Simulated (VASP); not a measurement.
Given:

```
Zn
1.0
    1.35660    -2.34970     0.00000
    1.35660     2.34970     0.00000
    0.00000     0.00000     5.04900
Zn
2
Direct
  0.33333   0.66667   0.25000
  0.66667   0.33333   0.75000
```

The numbers are results of PBE GGA, VASP's PBE PAW potentials (set 64) (plane waves; VASP), not measurements. Run with 400 eV cut-off, 12×12×6 Γ-centred mesh, first-order Methfessel-Paxton smearing of 0.10 eV, potentials Zn.

Task: Give the stress tensor in GPa (positive for a compressed cell).

Result: 
```
-6.34   0.00   0.00
 0.00  -6.34   0.00
 0.00   0.00   0.86
```
The pressure is its mean diagonal, -3.94 GPa.

The compound is Zn in the hcp structure. The cell was not relaxed at this level.
